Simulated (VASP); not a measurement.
## AlCo: the relaxed cell at several levels

Wanted: equilibrium cells of AlCo at many levels, with their cost. The levels: LDA, PBEsol, PBE, r2SCAN, PBE + D3(BJ), r2SCAN + rVV10, vdW-DF-cx and RPBE. LASPH is on for some levels and off for others; the table marks which. The start is a computed cell from the Materials Project.

Calculated with VASP 6.6.1; LDA, spin-polarised from a ferromagnetic start (one magnetic atom a cell); plane waves and PAW (Al, Co), in the first sound run; inputs show where later runs differ.

## Step 1: The starting structure

Before any relaxation, the start is as follows. Symmetry: Pm-3m, No. 221, cubic system. Conventional cell: a = 2.819 Å, b = 2.819 Å, c = 2.819 Å, α = 90.00°, β = 90.00°, γ = 90.00°. Al has 8 Co at 2.44 Å nearest. Nearest to Co lie 8 Al at 2.44 Å. Farther neighbours are not listed.

Coordinates:

```cif
data_structure
_symmetry_space_group_name_H-M 'Pm-3m'
_symmetry_Int_Tables_number 221
_cell_length_a 2.8194
_cell_length_b 2.8194
_cell_length_c 2.8194
_cell_angle_alpha 90.000
_cell_angle_beta 90.000
_cell_angle_gamma 90.000
_cell_volume 22.41
loop_
_atom_site_label
_atom_site_type_symbol
_atom_site_symmetry_multiplicity
_atom_site_Wyckoff_symbol
_atom_site_fract_x
_atom_site_fract_y
_atom_site_fract_z
_atom_site_occupancy
Al1 Al 1 a 0.00000 0.00000 0.00000 1
Co1 Co 1 b 0.50000 0.50000 0.50000 1
```

## Step 2: Relaxation with LDA

The start need not lie at this functional's minimum. ISIF = 3 frees volume, shape and positions, and EDIFFG sets the threshold on forces and stress at which the search stops. LDA, the lowest rung, knows the local density alone.

The input, INCAR:

```
SYSTEM = AlCo
PREC = Accurate
ENCUT = 520
EDIFF = 1E-06
NELM = 100
ISMEAR = -1
SIGMA = 0.05
LREAL = .FALSE.
ALGO = Normal
GGA = CA
NBANDS = 13
ISPIN = 2
MAGMOM = 0 2
LMAXMIX = 4
LORBIT = 11
LWAVE = .FALSE.
LCHARG = .FALSE.
KPAR = 2
IBRION = 2
NSW = 60
ISIF = 3
EDIFFG = -0.01
```

The input, POSCAR:

```
AlCo
1.0
    2.8194032100      0.0000000000      0.0000000000
    0.0000000000      2.8194032100      0.0000000000
    0.0000000000      0.0000000000      2.8194032100
Al Co
1 1
Direct
    0.0000000000      0.0000000000      0.0000000000
    0.5000000000      0.5000000000      0.5000000000
```

The input, KPOINTS:

```
Automatic mesh
0
Gamma
8 8 8
0 0 0
```

The projector-augmented-wave data sets are Al and Co (PBE family, release 64).

On the command line:

```sh
$ mpirun -np 2 vasp_std
```

What it wrote:

```text
[banner, memory and clock lines left out]
running    2 mpi-ranks, on    1 nodes
 distrk:  each k-point on    1 cores,    2 groups
 distr:  one band on    1 cores,    1 groups

 POSCAR found type information on POSCAR AlCo
 POSCAR found :  2 types and       2 ions
|                                                                             |
|               ----> ADVICE to this user running VASP <----                  |
|                                                                             |
|     You enforced a specific xc type in the INCAR file but a different       |
|     [... a line on the potential file left out ...]
|     I HOPE YOU KNOW WHAT YOU ARE DOING!                                     |
|                                                                             |

 LDA part: xc-table for (Slater(with rela. corr.)+CA(PZ))
 , standard interpolation
 POSCAR, INCAR and KPOINTS ok, starting setup
 FFT: planning ... GRIDC
 FFT: planning ... GRID_SOFT
 FFT: planning ... GRID
 WAVECAR not read
 entering main loop
       N       E                     dE             d eps       ncg     rms          rms(c)
DAV:   1     0.355623538975E+02    0.35562E+02   -0.51819E+03  1820   0.972E+02
DAV:   2    -0.135277611646E+02   -0.49090E+02   -0.44743E+02  1900   0.174E+02
DAV:   3    -0.151127159653E+02   -0.15850E+01   -0.15684E+01  2226   0.363E+01
DAV:   4    -0.151364124935E+02   -0.23697E-01   -0.23687E-01  2116   0.402E+00
DAV:   5    -0.151372739760E+02   -0.86148E-03   -0.86147E-03  2256   0.830E-01    0.147E+01
DAV:   6    -0.180360758529E+02   -0.28988E+01   -0.56033E+01  2095   0.998E+01    0.171E+01
DAV:   7    -0.137352780157E+02    0.43008E+01   -0.28310E+01  2100   0.641E+01    0.219E+00
DAV:   8    -0.137150054451E+02    0.20273E-01   -0.20538E-01  2128   0.352E+00    0.129E+00
DAV:   9    -0.136994939874E+02    0.15511E-01   -0.37236E-02  2284   0.188E+00    0.550E-01
DAV:  10    -0.136981739061E+02    0.13201E-02   -0.85173E-04  2143   0.291E-01    0.185E-01
DAV:  11    -0.136980737346E+02    0.10017E-03   -0.96897E-05  2422   0.102E-01    0.993E-02
DAV:  12    -0.136980742576E+02   -0.52296E-06   -0.53584E-05  2461   0.708E-02    0.243E-02
DAV:  13    -0.136980720178E+02    0.22398E-05   -0.26335E-06  1354   0.155E-02    0.808E-03
DAV:  14    -0.136980722049E+02   -0.18714E-06   -0.46351E-07  1085   0.796E-03
   1 F= -.13698072E+02 E0= -.13693425E+02  d E =-.136981E+02  mag=     0.0004
 curvature:   0.00 expect dE= 0.000E+00 dE for cont linesearch  0.000E+00
 trial: gam= 0.00000 g(F)=  0.000E+00 g(S)=  0.245E-01 ort = 0.000E+00 (trialstep = 0.100E+01)
 search vector abs. value=  0.245E-01
 bond charge predicted
       N       E                     dE             d eps       ncg     rms          rms(c)
DAV:   1    -0.140403541120E+02   -0.34228E+00   -0.40059E+00  2020   0.297E+01    0.528E+00
DAV:   2    -0.144705394542E+02   -0.43019E+00   -0.10299E+01  2095   0.422E+01    0.667E+00
DAV:   3    -0.137079554549E+02    0.76258E+00   -0.47977E+00  2090   0.276E+01    0.832E-01
DAV:   4    -0.137003867505E+02    0.75687E-02   -0.24172E-02  2002   0.125E+00    0.402E-01
DAV:   5    -0.136980335474E+02    0.23532E-02   -0.55354E-03  2665   0.730E-01    0.699E-02
DAV:   6    -0.136980331865E+02    0.36090E-06   -0.14656E-04  2217   0.148E-01    0.208E-02
DAV:   7    -0.136980326767E+02    0.50979E-06   -0.35334E-06  2172   0.212E-02
   2 F= -.13698033E+02 E0= -.13693944E+02  d E =0.395282E-04  mag=     0.0000
 trial-energy change:    0.000040  1 .order    0.001250   -0.024519    0.027020
 step:   0.5110(harm=  0.4757)  dis= 0.00000  next Energy=   -13.704498 (dE=-0.643E-02)
 bond charge predicted
       N       E                     dE             d eps       ncg     rms          rms(c)
DAV:   1    -0.137893449608E+02   -0.91312E-01   -0.97359E-01  2010   0.149E+01    0.263E+00
DAV:   2    -0.139269833048E+02   -0.13764E+00   -0.29602E+00  2120   0.217E+01    0.373E+00
DAV:   3    -0.137066177534E+02    0.22037E+00   -0.11850E+00  2070   0.145E+01    0.395E-01
DAV:   4    -0.137048107502E+02    0.18070E-02   -0.41554E-03  1940   0.506E-01    0.189E-01
DAV:   5    -0.137043841970E+02    0.42655E-03   -0.12599E-03  2564   0.366E-01    0.206E-02
DAV:   6    -0.137043872920E+02   -0.30950E-05   -0.23622E-05  2027   0.432E-02    0.855E-03
DAV:   7    -0.137043868204E+02    0.47161E-06   -0.12694E-06  1229   0.125E-02
   3 F= -.13704387E+02 E0= -.13700031E+02  d E =-.631462E-02  mag=     0.0000
 curvature:  -0.24 expect dE=-0.718E-06 dE for cont linesearch -0.718E-06
 trial: gam= 0.00000 g(F)=  0.198E-66 g(S)=  0.303E-05 ort =-0.273E-03 (trialstep = 0.902E+00)
 search vector abs. value=  0.303E-05
 reached required accuracy - stopping structural energy minimisation
```

The job ended after 46 s (2 MPI ranks of AMD EPYC 7R43, shared host; peak memory 0.24 GiB; 88 s of CPU time).

The logs omit lines about the potential files and the build; timing stands in the text.

OUTCAR, selected parts (step 2):

```text
ion  position               nearest neighbor table
   1  0.000  0.000  0.000-   2 2.44   2 2.44   2 2.44   2 2.44   2 2.44   2 2.44   2 2.44   2 2.44

  LATTYP: Found a simple cubic cell.
 ALAT       =     2.8194032100

 Subroutine GETGRP returns: Found 48 space group operations
 (whereof 48 operations were pure point group operations)

The static configuration has the point symmetry O_h .

 Found     35 irreducible k-points:

   k-points           NKPTS =     35   k-points in BZ     NKDIM =     35   number of bands    NBANDS=     13

   dimension x,y,z NGX =    24 NGY =   24 NGZ =   24
   dimension x,y,z NGXF=    48 NGYF=   48 NGZF=   48

   ENCUT  =  520.0 eV  38.22 Ry    6.18 a.u.   5.24  5.24  5.24*2*pi/ulx,y,z

   NELECT =      12.0000    total number of electrons

 k-points in reciprocal lattice and weights: Automatic mesh
   0.00000000  0.00000000  0.00000000       0.002
   0.12500000  0.00000000  0.00000000       0.012
   0.25000000  0.00000000  0.00000000       0.012
   0.37500000  0.00000000  0.00000000       0.012
   0.50000000  0.00000000  0.00000000       0.006
   0.12500000  0.12500000  0.00000000       0.023
   0.25000000  0.12500000  0.00000000       0.047
   0.37500000  0.12500000  0.00000000       0.047
   0.50000000  0.12500000  0.00000000       0.023
[...]
0.50000000  0.50000000  0.37500000       0.012
   0.50000000  0.50000000  0.50000000       0.002

 average (electrostatic) potential at core
       1 -67.9734       2 -76.7531

 E-fermi :  10.9910

 spin component 1
 k-point     1 :       0.0000    0.0000    0.0000
  band No.  band energies     occupation
    ...
      2       7.7609      1.00000
      3       7.7609      1.00000
      4      10.1333      1.00000
      5      10.1333      1.00000
      6      10.1333      1.00000
      7      17.2219      0.00000
      8      17.2219      0.00000
      9      17.2219      0.00000
     10      20.0733      0.00000
     11      20.0733      0.00000
    ...

 k-point     2 :       0.1250    0.0000    0.0000
  band No.  band energies     occupation
    ...
      2       7.7275      1.00000
      3       7.8462      1.00000
      4       9.9694      1.00000
      5       9.9694      1.00000
      6      10.1513      1.00000
      7      15.1058      0.00000
      8      17.6446      0.00000
      9      17.6446      0.00000
     10      20.0167      0.00000
     11      21.9711      0.00000
    ...

 k-point     3 :       0.2500    0.0000    0.0000
  band No.  band energies     occupation
    ...
      2       7.3540      1.00000
      3       8.0612      1.00000
      4       9.6153      1.00000
      5       9.6153      1.00000
      6      10.1949      1.00000
      7      12.6463      0.00000
      8      18.7822      0.00000
      9      18.7822      0.00000
     10      19.8604      0.00000
     11      23.9087      0.00000
    ...

 k-point     4 :       0.3750    0.0000    0.0000
  band No.  band energies     occupation
    ...
      2       6.0447      1.00000
      3       8.2907      1.00000
      4       9.3048      1.00000
      5       9.3048      1.00000
      6      10.2389      1.00000
      7      11.4265      0.00016
      8      19.6708      0.00000
      9      20.4052      0.00000
     10      20.4052      0.00000
     11      25.0745      0.00000
    ...

 k-point     5 :       0.5000    0.0000    0.0000
  band No.  band energies     occupation
    ...
      2       4.1233      1.00000
      3       8.3906      1.00000
      4       9.1860      1.00000
      5       9.1860      1.00000
      6      10.2572      1.00000
      7      11.1810      0.02191
      8      19.5807      0.00000
      9      21.9138      0.00000
     10      21.9138      0.00000
     11      23.2074      0.00000
    ...

 k-point     6 :       0.1250    0.1250    0.0000
  band No.  band energies     occupation
    ...
      2       7.7901      1.00000
      3       7.8585      1.00000
      4       9.7767      1.00000
      5       9.9559      1.00000
      6      10.0265      1.00000
      7      15.0782      0.00000
      8      15.8635      0.00000
      9      18.0592      0.00000
     10      20.9487      0.00000
     11      23.1725      0.00000
    ...

  Total        0.0064745      0.0064745      0.0064745     -0.0000000     -0.0000000      0.0000000
  in kB        0.4729631      0.4729631      0.4729631     -0.0000000     -0.0000000      0.0000000
  external PRESSURE =       0.4729631 kB  Pullay stress =       0.0000000 kB

  energy-cutoff  :      520.00
  volume of cell :       21.93
      direct lattice vectors                 reciprocal lattice vectors
     2.799175827  0.000000000 -0.000000000     0.357248012  0.000000000 -0.000000000
    -0.000000000  2.799175827  0.000000000    -0.000000000  0.357248012  0.000000000
     0.000000000  0.000000000  2.799175827     0.000000000 -0.000000000  0.357248012

 POSITION                                       TOTAL-FORCE (eV/Angst)
 -----------------------------------------------------------------------------------
      0.00000      0.00000      0.00000        -0.000000      0.000000      0.000000
      1.39959      1.39959      1.39959         0.000000      0.000000      0.000000
 -----------------------------------------------------------------------------------
    total drift:                                0.000000     -0.000000     -0.000000

  FREE ENERGIE OF THE ION-ELECTRON SYSTEM (eV)
  ---------------------------------------------------
  free  energy   TOTEN  =       -13.7043868204 eV

  energy  without entropy=      -13.6956755088  energy(sigma->0) =      -13.70003116

 reached required accuracy - stopping structural energy minimisation

 total charge
# of ion       s       p       d       tot
------------------------------------------
    1        0.395   0.451   0.000   0.846
    2        0.454   0.548   7.575   8.577
--------------------------------------------------
tot          0.849   0.999   7.575   9.423

 magnetization (x)
# of ion       s       p       d       tot
------------------------------------------
    1       -0.000  -0.000   0.000  -0.000
    2        0.000   0.000   0.000   0.000
--------------------------------------------------
tot          0.000   0.000   0.000   0.000

[... 6 further parts left out ...]
```

CONTCAR:

```
AlCo
   1.00000000000000
     2.7991758271666645    0.0000000000000000   -0.0000000000000000
    -0.0000000000000000    2.7991758271666645    0.0000000000000000
     0.0000000000000000    0.0000000000000000    2.7991758271666645
  Al              Co
     1     1
Direct
     0.0000000000000000    0.0000000000000000    0.0000000000000000
     0.5000000000000000    0.5000000000000000    0.5000000000000000
```

The moments of the start collapse, so the state is non-magnetic; other starts or orders were not tried. The k-mesh is coarse for a metal. The PAW data sets were made with PBE, though LDA sets exist; this is a small mismatch. The run keeps the 48 symmetry operations of its start, so it cannot find a distortion of lower symmetry.

Relaxation path:

```tsv
step	energy less that of the first step (eV)	largest force (eV/Å)	pressure (GPa)	volume (Å³)
1	0.0000	0.0000	-4.16	22.41
2	0.0000	0.0000	4.78	21.48
3	-0.0063	0.0000	0.05	21.93
```

```tsv
conventional cell, symmetrised	before	after	change
a (Å)	2.819	2.799	-0.7 %
b (Å)	2.819	2.799	-0.7 %
c (Å)	2.819	2.799	-0.7 %
volume (Å³/atom)	11.21	10.97	-2.1 %
```

Final coordinates:

```xyz
2
Lattice="2.7992 0.0000 0.0000 0.0000 2.7992 0.0000 0.0000 0.0000 2.7992" Properties=species:S:1:pos:R:3 pbc="T T T"
Al    0.0000    0.0000    0.0000
Co    1.3996    1.3996    1.3996
```

This step gave:

* electrons: 12
* bands: 13
* irreducible k-points: 35
* symmetry operations: 48
* free energy (TOTEN): -13.70 eV
* energy at zero smearing: -13.70 eV
* Fermi energy: 10.99 eV
* pressure: 0.04730 GPa
* metallic: yes
* SCF cycles over all ionic steps: 28

The spin moment in the PAW sphere vanishes on all atoms.

It ends with forces that vanish by symmetry and a pressure of 0.05 GPa. The conventional cell has a = 2.799 Å.

(Part 1 of 3 ends here.)

[Lines on the potential files, build, host, timing and source positions are cut from VASP's logs without a mark.]

[Logs are printed without paths, hosts, clocks, repeated set-up lines and the standing remarks that a program may print on its own settings, such as how far it seeks lower states.]

[Hosts, paths, dates, database ids (printed as entryN), source tags and the programs' standing remarks are cut or masked in the printed files.]

[A measured line is paired with the nearest computed mode of its activity, which favours agreement.]
